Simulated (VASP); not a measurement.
Consider the following.

```xyz
2
Lattice="2.7318 0.0000 0.0000 0.0000 2.7318 0.0000 0.0000 0.0000 2.7318" Properties=species:S:1:pos:R:3 pbc="T T T"
Ca     0.0000     0.0000     0.0000
O      1.3659     1.3659     1.3659
```

Level of theory: PBEsol GGA, VASP's PBE PAW potentials (set 64) (plane waves; VASP). Numerical set-up: 620 eV cut-off, 10×10×10 Γ-centred mesh, Gaussian smearing of 0.050 eV, potentials Ca_sv O.

Problem. Estimate the energy per atom (σ→0), pressure, band gap (on the k-mesh) with the smallest direct gap where there is one.

Solution. 
band gap (on the k-mesh): 2.51 eV
smallest direct gap (on the k-mesh): 2.76 eV
energy per atom (σ→0): -6.090 eV/atom
pressure: 299.0 kbar

The structure was generated: CaO was put into the CsCl type type (Pm-3m), which need not be its known phase. It was relaxed first under an external pressure of 30 GPa.
